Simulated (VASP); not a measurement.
Crystal: GeH3C.

```
CELL_PARAMETERS angstrom
3.96000 0.00000 0.00000
-1.98000 3.42946 0.00000
0.00000 0.00000 8.70000
ATOMIC_POSITIONS crystal
Ge 0.33333 0.66667 0.54253
Ge 0.66667 0.33333 0.45747
C 0.33333 0.66667 0.77011
C 0.66667 0.33333 0.22989
H 0.63367 0.81684 0.81149
H 0.18316 0.81684 0.81149
H 0.18316 0.36633 0.81149
H 0.36633 0.18316 0.18851
H 0.81684 0.18316 0.18851
H 0.81684 0.63367 0.18851
```

The cell comes from a database or a generator and needn't be the stable form of this composition.

```yaml
Program: VASP 6.6.1
Task: relaxation of cell and atoms
Functional: vdW-DF-cx
Potentials_or_basis: VASP PAW PBE potentials, release 64 (Ge_d, C, H)
Cutoff: 600 eV
k_mesh: 9 × 9 × 3
Occupations: gaussian, width 0.05 eV
Spin: no spin polarisation
```

At the start: pressure 2.6 GPa; volume 11.82 Å³/atom.

**Question.** Where does the relaxation end?

**Answer.** Over 38 steps the energy falls by 8.8 meV/atom and the volume is 11.42 Å³/atom (-3.3 %); space group P-3m1 (No. 164, to 0.05 Å).

The path:
| step | energy change (eV) | largest force (eV/Å) | pressure (GPa) | volume (Å³) |
| --- | --- | --- | --- | --- |
| 1 | 0.0000 | 0.3416 | 2.62 | 118.15 |
| 2 | 0.0014 | 0.8611 | -0.66 | 121.49 |
| 3 | -0.0246 | 0.2517 | 0.93 | 119.77 |
| 4 | -0.0417 | 0.1431 | 0.31 | 121.64 |
| 5 | -0.0460 | 0.1746 | -0.24 | 123.48 |
| 6 | -0.0461 | 0.1478 | -0.24 | 123.23 |
| 7 | -0.0501 | 0.1580 | 0.07 | 123.61 |
| 8 | -0.0501 | 0.1806 | 0.01 | 123.65 |
| 9 | -0.0529 | 0.0501 | 0.09 | 123.87 |
| 10 | -0.0534 | 0.0525 | 0.09 | 124.04 |
| 11 | -0.0541 | 0.1579 | -0.21 | 124.33 |
| 12 | -0.0543 | 0.1179 | -0.12 | 124.25 |
| 13 | -0.0555 | 0.0334 | -0.09 | 124.26 |
| 14 | -0.0555 | 0.0423 | -0.09 | 124.26 |
| 15 | -0.0562 | 0.0393 | -0.12 | 124.12 |
| 16 | -0.0569 | 0.1194 | -0.19 | 123.74 |
| 17 | -0.0570 | 0.1203 | -0.08 | 123.71 |
| 18 | -0.0575 | 0.1199 | -0.16 | 123.61 |
| 19 | -0.0583 | 0.1203 | -0.14 | 123.42 |
| 20 | -0.0598 | 0.1193 | -0.09 | 123.04 |
| 21 | -0.0624 | 0.1202 | 0.00 | 122.27 |
| 22 | -0.0659 | 0.1239 | 0.18 | 120.74 |
| 23 | -0.0654 | 0.2964 | 0.56 | 117.67 |
| 24 | -0.0667 | 0.2288 | 0.48 | 118.74 |
| 25 | -0.0680 | 0.2241 | 0.43 | 118.51 |
| 26 | -0.0714 | 0.2094 | 0.26 | 117.80 |
| 27 | -0.0761 | 0.1795 | 0.08 | 116.39 |
| 28 | -0.0759 | 0.1668 | -0.25 | 113.56 |
| 29 | -0.0774 | 0.1434 | -0.09 | 114.98 |
| 30 | -0.0803 | 0.1232 | -0.04 | 114.82 |
| 31 | -0.0856 | 0.0619 | 0.12 | 114.38 |
| 32 | -0.0841 | 0.1194 | 0.40 | 113.51 |
| 33 | -0.0869 | 0.0649 | 0.30 | 114.03 |
| 34 | -0.0874 | 0.0560 | -0.01 | 114.17 |
| 35 | -0.0874 | 0.0652 | -0.04 | 114.19 |
| 36 | -0.0878 | 0.0271 | -0.03 | 114.23 |
| 37 | -0.0879 | 0.0166 | -0.06 | 114.26 |
| 38 | -0.0879 | 0.0055 | -0.06 | 114.23 |

Final structure:
```cif
data_structure
_symmetry_space_group_name_H-M 'P 1'
_symmetry_Int_Tables_number 1
_cell_length_a 4.0495
_cell_length_b 4.0495
_cell_length_c 8.0434
_cell_angle_alpha 90.000
_cell_angle_beta 90.000
_cell_angle_gamma 120.000
_cell_volume 114.23
loop_
_atom_site_label
_atom_site_type_symbol
_atom_site_fract_x
_atom_site_fract_y
_atom_site_fract_z
_atom_site_occupancy
Ge1 Ge 0.33333 0.66667 0.54774 1
Ge2 Ge 0.66667 0.33333 0.45226 1
C1 C 0.33333 0.66667 0.79440 1
C2 C 0.66667 0.33333 0.20560 1
H1 H 0.62738 0.81369 0.84209 1
H2 H 0.18631 0.81369 0.84209 1
H3 H 0.18631 0.37262 0.84209 1
H4 H 0.37262 0.18631 0.15791 1
H5 H 0.81369 0.18631 0.15791 1
H6 H 0.81369 0.62738 0.15791 1
```

Caveat: the PAW data sets were made with another functional, which shifts forces and pressure a little.
